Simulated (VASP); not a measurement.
# Ba3Sm (P6_3/mmc) in VASP: equation of state

Aim: energy against volume of Ba3Sm in PBE, for its equilibrium volume and stiffness.

Everything below comes from runs of VASP 6.6.1. Logs are shortened: lines on timing, memory, paths and dates and some standing lists are left out, and cuts for length are marked.

### 1 The crystal as given

Symmetry: P6_3/mmc, No. 194, hexagonal system. The conventional cell has a = 8.486 Å, b = 8.486 Å, c = 6.748 Å, α = 90.00°, β = 90.00°, γ = 120.00°. Around Sm (site symmetry -6m2) lie 12 Ba at 4.12 to 4.24 Å. Ba (site symmetry mm2) is surrounded by 8 Ba at 4.09 to 4.39 Å and 4 Sm at 4.12 to 4.24 Å.

The cell comes from a database or a generator and needn't be the stable form of this composition.

### 2 Equation of state, PBE, collinear spin, ferromagnetic start, 49.45 Å³/atom (volume scaled by 0.94)

File INCAR:

```
SYSTEM = Ba3Sm
  PREC = Accurate
  ENCUT = 520
  EDIFF = 1E-7
  ISMEAR = -1
  SIGMA = 0.05
  LREAL = .False.
  LASPH = .True.
  NELM = 150
  ALGO = Normal
  ISIF = 2
  LWAVE = .False.
  LCHARG = .False.
  ISPIN = 2
  MAGMOM = 5 5 0 0 0 0 0 0
  LORBIT = 11
  LMAXMIX = 6
  GGA = PE
  NBANDS = 60
```

File KPOINTS:

```
regular mesh
0
Gamma
  4 4 4
  0 0 0
```

File POSCAR:

```
Ba3Sm
1.0
    8.3128602311      0.0000000000      0.0000000000
   -4.1564301155      7.1991481382      0.0000000000
    0.0000000000      0.0000000000      6.6106888549
Sm Ba
2 6
Direct
    0.6666666667      0.3333333333      0.2500000000
    0.3333333333      0.6666666667      0.7500000000
    0.3452419900      0.1726209950      0.7500000000
    0.8273790050      0.1726209950      0.7500000000
    0.8273790050      0.6547580100      0.7500000000
    0.6547580100      0.8273790050      0.2500000000
    0.1726209950      0.8273790050      0.2500000000
    0.1726209950      0.3452419900      0.2500000000
```

Potentials or basis: VASP PAW PBE potentials, release 64 (Sm, Ba_sv).

The run is started by

```console
$ cat potpaw_PBE.64/Sm/POTCAR potpaw_PBE.64/Ba_sv/POTCAR > POTCAR
$ mpirun -np 1 vasp_std > vasp.out
```

OUTCAR:

```text
SYSTEM = Ba3Sm
   PREC = Accurate
   ENCUT = 520
   EDIFF = 1E-7
   ISMEAR = -1
   LREAL = .False.
   LASPH = .True.
   NELM = 150
   ISIF = 2
   ISPIN = 2
   LORBIT = 11
   GGA = PE

 Found     12 irreducible k-points:

 Following reciprocal coordinates:
            Coordinates               Weight
  0.000000  0.000000  0.000000      1.000000
  0.250000 -0.000000  0.000000      6.000000
  0.500000 -0.000000  0.000000      3.000000
  0.250000  0.250000  0.000000      6.000000
  0.000000  0.000000  0.250000      2.000000
  0.250000 -0.000000  0.250000     12.000000
   k-points           NKPTS =     12   k-points in BZ     NKDIM =     12   number of bands    NBANDS=     60
   number of dos      NEDOS =    301   number of ions     NIONS =      8
   total plane-waves  NPLWV = 204800
   dimension x,y,z NGX =    64 NGY =   64 NGZ =   50
   dimension x,y,z NGXF=   128 NGYF=  128 NGZF=  100
   ions per type =               2   6
   NGX,Y,Z   is equivalent  to a cutoff of  12.80, 12.80, 12.57 a.u.
   NGXF,Y,Z  is equivalent  to a cutoff of  25.60, 25.60, 25.15 a.u.
 SYSTEM =  Ba3Sm
   PREC   = accura    normal or accurate (medium, high low for compatibility)
   ISTART =      0    job   : 0-new  1-cont  2-samecut
   ICHARG =      2    charge: 1-file 2-atom 10-const
   ISPIN  =      2    spin polarized calculation?
   LNONCOLLINEAR =      F non collinear calculations
   LSORBIT =      F    spin-orbit coupling
   LASPH  =      T    aspherical Exc in radial PAW
   ENCUT  =  520.0 eV  38.22 Ry    6.18 a.u.  15.46 15.46 12.29*2*pi/ulx,y,z
   NELM   =    150;   NELMIN=  2; NELMDL= -5     # of ELM steps
   EDIFF  = 0.1E-06   stopping-criterion for ELM
   LREAL  =      F    real-space projection
   EDIFFG = 0.1E-05   stopping-criterion for IOM
   NSW    =      0    number of steps for IOM
   IBRION =     -1    ionic relax: 0-MD 1-quasi-New 2-CG
   NFREE  =      0    steps in history (QN), initial steepest desc. (CG)
   ISIF   =      2    stress and relaxation
   ISYM   =      2    0-nonsym 1-usesym 2-fastsym
   POTIM  = 0.5000    time-step for ionic-motion
   TEBEG  =    0.0;   TEEND  =   0.0 temperature during run
   PSTRESS=    0.0 pullay stress
   NELECT =      92.0000    total number of electrons
   NUPDOWN=      -1.0000    fix difference up-down
   EMIN   =  10.00;   EMAX   =-10.00  energy-range for DOS
   EFERMI =   0.00;   METHOD = LEGACY
   ISMEAR =    -1;   SIGMA  =   0.05  broadening in eV -4-tet -1-fermi 0-gaus
   EFERMI_NEDOS =   21; number of points for ismear=-14 and -15
   IALGO  =     38    algorithm
   IMIX   =      4    mixing-type and parameters
     AMIX     =   0.40;   BMIX     =  1.00
     AMIX_MAG =   1.60;   BMIX_MAG =  1.00
  volume/ion in A,a.u.               =      49.45       333.72
  Fermi-wavevector in a.u.,A,eV,Ry     =   1.006726  1.902437 13.789470  1.013497
  Thomas-Fermi vector in A             =   2.139487
   LORBIT       =     11    0 simple, 1 ext, 2 COOP (PROOUT), +10 PAW based schemes
   GGA     = PE    functional components
   LHFCALC =     F    Hartree Fock is set to
   AEXX    =    0.0000 exact exchange contribution
   IVDW    =     0    specifies the selected vdW correction
   LEPSILON=     F    determine dielectric tensor
   LRPA    =     F    only Hartree local field effects (RPA)
 spin polarized calculation
  energy-cutoff  :      520.00
  volume of cell :      395.62
 maximum number of plane-waves:     10680
 NGX is ok and might be reduce to    64
   NGX = 31   NGY = 31   NGZ = 25

 number of electron      92.0000000 magnetization      12.9483841

 Free energy of the ion-electron system (eV)
  ---------------------------------------------------
  ext. energy  EPLUGINS =         0.00000000
  ---------------------------------------------------
  free energy    TOTEN  =       -29.12777067 eV

  energy without entropy =      -28.87362488  energy(sigma->0) =      -29.00069777

 E-fermi :   2.3075     XC(G=0):  -8.2233

 val. band max:        2.3016323637   @ k =   0.0000   0.0000   0.2500
[... 62 lines left out ...]

 k-point     4 :       0.2500    0.2500    0.0000
  band No.  band energies     occupation
      1     -35.2427      1.00000
      2     -35.2426      1.00000
      3     -26.1244      1.00000
      4     -26.0992      1.00000
      5     -26.0964      1.00000
      6     -26.0610      1.00000
[... 50 lines left out ...]
     57       4.6087      0.00000
     58       4.8001      0.00000

 k-point     5 :       0.0000    0.0000    0.2500
  band No.  band energies     occupation
      1     -35.2427      1.00000
      2     -35.2426      1.00000
      3     -26.1400      1.00000
      4     -26.0893      1.00000
      5     -26.0719      1.00000
      6     -26.0719      1.00000
[... 50 lines left out ...]
     57       4.6326      0.00000
     58       4.6332      0.00000

 k-point     6 :       0.2500   -0.0000    0.2500
  band No.  band energies     occupation
      1     -35.2427      1.00000
      2     -35.2426      1.00000
      3     -26.1314      1.00000
      4     -26.0905      1.00000
      5     -26.0776      1.00000
      6     -26.0721      1.00000
[... 50 lines left out ...]
     57       4.6251      0.00000
     58       4.7001      0.00000

 [... further k-points ...]

 [bands above 58 left out]

------------------------ aborting loop because EDIFF is reached ----------------------------------------

  FORCE on cell =-STRESS in cart. coord.  units (eV):
  Direction    XX          YY          ZZ          XY          YZ          ZX
  --------------------------------------------------------------------------------------
  -------------------------------------------------------------------------------------
  Total        3.7438750      3.7438750      4.5305842      0.0000000      0.0000000      0.0000000
  in kB       15.1618996     15.1618996     18.3479049      0.0000000      0.0000000      0.0000000
  external PRESSURE =      16.2239013 kB  Pullay stress =       0.0000000 kB

 VOLUME and BASIS-vectors are now :
 -----------------------------------------------------------------------------
  energy-cutoff  :      520.00
  volume of cell :      395.62
      direct lattice vectors                 reciprocal lattice vectors
     8.312860231  0.000000000  0.000000000     0.120295539  0.069452662  0.000000000
    -4.156430116  7.199148138  0.000000000     0.000000000  0.138905323  0.000000000
     0.000000000  0.000000000  6.610688855     0.000000000  0.000000000  0.151270166

 POSITION                                       TOTAL-FORCE (eV/Angst)
 -----------------------------------------------------------------------------------
      4.15643      2.39972      1.65267        -0.000000      0.000000     -0.000000
     -0.00000      4.79943      4.95802        -0.000000      0.000000      0.000000
      2.15246      1.24272      4.95802        -0.156921     -0.090598      0.000000
      6.16040      1.24272      4.95802         0.156921     -0.090598     -0.000000
      4.15643      4.71370      4.95802         0.000000      0.181196     -0.000000
      2.00397      5.95642      1.65267         0.156921      0.090598      0.000000
     -2.00397      5.95642      1.65267        -0.156921      0.090598      0.000000
      0.00000      2.48545      1.65267        -0.000000     -0.181196      0.000000
 -----------------------------------------------------------------------------------
    total drift:                               -0.000001      0.000000     -0.000000

  FREE ENERGIE OF THE ION-ELECTRON SYSTEM (eV)
  ---------------------------------------------------
  free  energy   TOTEN  =       -29.1277706699 eV

  energy  without entropy=      -28.8736248789  energy(sigma->0) =      -29.00069777

 total charge

# of ion       s       p       d       f       tot
--------------------------------------------------
    1        2.081   5.626   0.303   5.615  13.626
    2        2.081   5.626   0.303   5.615  13.626
    3        2.075   5.525   0.380   0.000   7.980
    4        2.075   5.525   0.380   0.000   7.980
    5        2.075   5.525   0.380   0.000   7.980
    6        2.075   5.525   0.380   0.000   7.980
    7        2.075   5.525   0.380   0.000   7.980
    8        2.075   5.525   0.380   0.000   7.980
--------------------------------------------------
tot         16.613  44.401   2.889  11.230  75.132

 magnetization (x)

# of ion       s       p       d       f       tot
--------------------------------------------------
    1       -0.007  -0.088   0.121   5.611   5.637
    2       -0.007  -0.088   0.121   5.611   5.637
    3        0.001   0.004   0.028   0.000   0.033
    4        0.001   0.004   0.028   0.000   0.033
    5        0.001   0.004   0.028   0.000   0.033
    6        0.001   0.004   0.028   0.000   0.033
    7        0.001   0.004   0.028   0.000   0.033
    8        0.001   0.004   0.028   0.000   0.033
--------------------------------------------------
tot         -0.006  -0.155   0.413  11.222  11.474
```

It took 49 min on 1 thread of Intel Xeon Platinum 8259CL at 2.50GHz (Skylake/Cascade Lake), shared host; peak memory 0.9 GiB.

Results:

```
Free energy                                           : -29.1278 eV
Pressure                                              : 1.6 GPa
Largest force                                         : 0.181 eV/Å
Band gap on the k mesh                                : none (metal or under the smearing width)
Net moment                                            : 12.95 μB per cell
Site moments                                          : Sm +5.64; Ba +0.03 μB
Valence electrons inside the program's atomic spheres : Sm 13.63; Ba 7.98
```

Caveat: the magnetic or orbital state may not be the lowest; spin-orbit coupling is left out, which moves the levels of the heavy elements; without U or exact exchange the open f shell lies at the Fermi level, which spoils levels, moments and volumes.

### 3 Equation of state, PBE, collinear spin, ferromagnetic start, 50.50 Å³/atom (volume scaled by 0.96)

File INCAR:

```
SYSTEM = Ba3Sm
PREC = Accurate
ENCUT = 520
EDIFF = 1E-7
ISMEAR = -1
SIGMA = 0.05
LREAL = .FALSE.
LASPH = .TRUE.
NELM = 150
ALGO = Normal
ISIF = 2
LWAVE = .FALSE.
LCHARG = .FALSE.
ISPIN = 2
MAGMOM = 5 5 0 0 0 0 0 0
LORBIT = 11
LMAXMIX = 6
GGA = PE
NBANDS = 60
```

File KPOINTS:

```
regular mesh
0
G
  4 4 4
  0 0 0
```

Changes to POSCAR since step 2:

```diff
@@ -2,5 +2,5 @@
 1.0
-    8.3128602311      0.0000000000      0.0000000000
-   -4.1564301155      7.1991481382      0.0000000000
-    0.0000000000      0.0000000000      6.6106888549
+    8.3714034291      0.0000000000      0.0000000000
+   -4.1857017146      7.2498480350      0.0000000000
+    0.0000000000      0.0000000000      6.6572445357
 Sm Ba
```

Potentials or basis: VASP PAW PBE potentials, release 64 (Sm, Ba_sv).

The run is started by

```console
$ cat potpaw_PBE.64/Sm/POTCAR potpaw_PBE.64/Ba_sv/POTCAR > POTCAR
$ mpirun -np 1 vasp_std > vasp.out
```

Wall time 74 min (1 thread of Intel Xeon Platinum 8259CL at 2.50GHz (Skylake/Cascade Lake), shared host); peak memory 0.93 GiB.

Results (log left out):

```
Free energy                                           : -29.2116 eV
Pressure                                              : 1.4 GPa
Largest force                                         : 0.176 eV/Å
Band gap on the k mesh                                : none (metal or under the smearing width)
Net moment                                            : 13.00 μB per cell
Site moments                                          : Sm +5.65; Ba +0.03 μB
Valence electrons inside the program's atomic spheres : Sm 13.63; Ba 7.97
```

Caveat: the magnetic or orbital state may not be the lowest; spin-orbit coupling is left out, which moves the levels of the heavy elements; without U or exact exchange the open f shell lies at the Fermi level, which spoils levels, moments and volumes.

### 4 Equation of state, PBE, collinear spin, ferromagnetic start, 51.56 Å³/atom (volume scaled by 0.98)

INCAR is that of step 3.

KPOINTS is that of step 3.

Changes to POSCAR since step 3:

```diff
@@ -2,5 +2,5 @@
 1.0
-    8.3714034291      0.0000000000      0.0000000000
-   -4.1857017146      7.2498480350      0.0000000000
-    0.0000000000      0.0000000000      6.6572445357
+    8.4291390703      0.0000000000      0.0000000000
+   -4.2145695352      7.2998485669      0.0000000000
+    0.0000000000      0.0000000000      6.7031580178
 Sm Ba
```

The run is started by

```console
$ cat potpaw_PBE.64/Sm/POTCAR potpaw_PBE.64/Ba_sv/POTCAR > POTCAR
$ mpirun -np 1 vasp_std > vasp.out
```

Run time: 71 min. Hardware: 1 thread of Intel Xeon Platinum 8259CL at 2.50GHz (Skylake/Cascade Lake), shared host; peak memory 0.93 GiB.

It converged, with:

```yaml
Free_energy: -29.2817 eV
Pressure: 1.2 GPa
Largest_force: 0.172 eV/Å
Band_gap_on_the_k_mesh: none (metal or under the smearing width)
Net_moment: 13.07 μB per cell
Site_moments: Sm +5.65; Ba +0.04 μB
Valence_electrons_inside_the_program's_atomic_spheres: Sm 13.62; Ba 7.96
```

Caveat: the magnetic or orbital state may not be the lowest; spin-orbit coupling is left out, which moves the levels of the heavy elements; without U or exact exchange the open f shell lies at the Fermi level, which spoils levels, moments and volumes.

### 5 Equation of state, PBE, collinear spin, ferromagnetic start, 53.66 Å³/atom (volume scaled by 1.02)

File INCAR:

```
ALGO = Normal ; EDIFF = 1E-7
ENCUT = 520 ; GGA = PE
ISIF = 2 ; ISMEAR = -1
ISPIN = 2 ; LASPH = T
LCHARG = F ; LMAXMIX = 6
LORBIT = 11 ; LREAL = F
LWAVE = F ; MAGMOM = 5 5 0 0 0 0 0 0
NBANDS = 60 ; NELM = 120
PREC = Accurate ; SIGMA = 0.05
```

File KPOINTS:

```
k-points
0
Gamma
  4 4 4
```

Changes to POSCAR since step 4:

```diff
@@ -2,5 +2,5 @@
 1.0
-    8.4291390703      0.0000000000      0.0000000000
-   -4.2145695352      7.2998485669      0.0000000000
-    0.0000000000      0.0000000000      6.7031580178
+    8.5422953792      0.0000000000      0.0000000000
+   -4.2711476896      7.3978448050      0.0000000000
+    0.0000000000      0.0000000000      6.7931440310
 Sm Ba
```

The run is started by

```console
$ cat potpaw_PBE.64/Sm/POTCAR potpaw_PBE.64/Ba_sv/POTCAR > POTCAR
$ mpirun -np 1 vasp_std > vasp.out
```

Wall time 85 min (1 thread of Intel Xeon Platinum 8259CL at 2.50GHz (Skylake/Cascade Lake), shared host); peak memory 0.99 GiB.

It converged, with:

```yaml
Free_energy: -29.3842 eV
Pressure: 0.7 GPa
Largest_force: 0.161 eV/Å
Band_gap_on_the_k_mesh: none (metal or under the smearing width)
Net_moment: 13.19 μB per cell
Site_moments: Sm +5.66; Ba +0.04 μB
Valence_electrons_inside_the_program's_atomic_spheres: Sm 13.62; Ba 7.94
```

Caveat: the magnetic or orbital state may not be the lowest; spin-orbit coupling is left out, which moves the levels of the heavy elements; without U or exact exchange the open f shell lies at the Fermi level, which spoils levels, moments and volumes.

### 6 Equation of state, PBE, collinear spin, ferromagnetic start, 54.71 Å³/atom (volume scaled by 1.04)

File INCAR:

```
  PREC = Accurate
  ENCUT = 520
  EDIFF = 1E-7
  ISMEAR = -1
  SIGMA = 0.05
  LREAL = F
  LASPH = T
  NELM = 100
  ALGO = Normal
  ISIF = 2
  LWAVE = F
  LCHARG = F
  ISPIN = 2
  MAGMOM = 5 5 0 0 0 0 0 0
  LORBIT = 11
  LMAXMIX = 6
  GGA = PE
  NBANDS = 60
```

File KPOINTS:

```
regular mesh
0
Gamma
  4 4 4
```

Changes to POSCAR since step 5:

```diff
@@ -2,5 +2,5 @@
 1.0
-    8.5422953792      0.0000000000      0.0000000000
-   -4.2711476896      7.3978448050      0.0000000000
-    0.0000000000      0.0000000000      6.7931440310
+    8.5977663840      0.0000000000      0.0000000000
+   -4.2988831920      7.4458841043      0.0000000000
+    0.0000000000      0.0000000000      6.8372565919
 Sm Ba
```

Potentials or basis: VASP PAW PBE potentials, release 64 (Sm, Ba_sv).

The run is started by

```console
$ cat potpaw_PBE.64/Sm/POTCAR potpaw_PBE.64/Ba_sv/POTCAR > POTCAR
$ mpirun -np 1 vasp_std > vasp.out
```

Run time: 1.7 h. Hardware: 1 thread of Intel Xeon Platinum 8259CL at 2.50GHz (Skylake/Cascade Lake), shared host; peak memory 0.98 GiB.

Results (log left out):

```yaml
Free_energy: -29.4183 eV
Pressure: 0.5 GPa
Largest_force: 0.155 eV/Å
Band_gap_on_the_k_mesh: none (metal or under the smearing width)
Net_moment: 13.25 μB per cell
Site_moments: Sm +5.67; Ba +0.04 μB
Valence_electrons_inside_the_program's_atomic_spheres: Sm 13.62; Ba 7.94
```

Caveat: the magnetic or orbital state may not be the lowest; spin-orbit coupling is left out, which moves the levels of the heavy elements; without U or exact exchange the open f shell lies at the Fermi level, which spoils levels, moments and volumes.

### 7 Equation of state, PBE, collinear spin, ferromagnetic start, 55.77 Å³/atom (volume scaled by 1.06)

File INCAR:

```
SYSTEM = Ba3Sm
PREC = Accurate ; ENCUT = 520
EDIFF = 1E-7 ; ISMEAR = -1
SIGMA = 0.05 ; LREAL = .FALSE.
LASPH = .TRUE. ; NELM = 100
ALGO = Normal ; ISIF = 2
LWAVE = .FALSE. ; LCHARG = .FALSE.
ISPIN = 2 ; MAGMOM = 5 5 0 0 0 0 0 0
LORBIT = 11 ; LMAXMIX = 6
GGA = PE ; NBANDS = 60
```

File KPOINTS:

```
Automatic mesh
0
G
  4 4 4
  0 0 0
```

Changes to POSCAR since step 6:

```diff
@@ -2,5 +2,5 @@
 1.0
-    8.5977663840      0.0000000000      0.0000000000
-   -4.2988831920      7.4458841043      0.0000000000
-    0.0000000000      0.0000000000      6.8372565919
+    8.6525307037      0.0000000000      0.0000000000
+   -4.3262653519      7.4933113964      0.0000000000
+    0.0000000000      0.0000000000      6.8808071711
 Sm Ba
```

The run is started by

```console
$ cat potpaw_PBE.64/Sm/POTCAR potpaw_PBE.64/Ba_sv/POTCAR > POTCAR
$ mpirun -np 1 vasp_std > vasp.out
```

It took 80 min on 1 thread of Intel Xeon Platinum 8259CL at 2.50GHz (Skylake/Cascade Lake), shared host; peak memory 1 GiB.

It converged, with:

```
Free energy                                           : -29.4421 eV
Pressure                                              : 0.3 GPa
Largest force                                         : 0.149 eV/Å
Band gap on the k mesh                                : none (metal or under the smearing width)
Net moment                                            : 13.31 μB per cell
Site moments                                          : Sm +5.67; Ba +0.04 μB
Valence electrons inside the program's atomic spheres : Sm 13.62; Ba 7.93
```

Caveat: the magnetic or orbital state may not be the lowest; spin-orbit coupling is left out, which moves the levels of the heavy elements; without U or exact exchange the open f shell lies at the Fermi level, which spoils levels, moments and volumes.

### 8 Equation of state, PBE, collinear spin, ferromagnetic start

No new run: the results of the series are fitted here.

What came out:

| Quantity | Value |
| --- | --- |
| Equilibrium volume | 57.95 Å³/atom (rough: see the caveat) |
| Bulk modulus at fixed shape and positions | 8.8 GPa (rough) |

Energy against volume, from the lowest point:
| volume (Å³/atom) | energy (meV/atom) |
| --- | --- |
| 49.453 | 39.29 |
| 50.505 | 28.81 |
| 51.557 | 20.05 |
| 52.609 | 12.89 |
| 53.661 | 7.23 |
| 54.713 | 2.97 |
| 55.766 | 0.00 |

Caveat: the magnetic or orbital state may not be the lowest; the minimum lies outside the volumes run; the cell was scaled at fixed shape and fractional positions, which overstates the stiffness of a crystal with free parameters, most of all of layers and chains; spin-orbit coupling is left out, which moves the levels of the heavy elements; without U or exact exchange the open f shell lies at the Fermi level, which spoils levels, moments and volumes. The state reached can hang on the start; a lower one may exist.
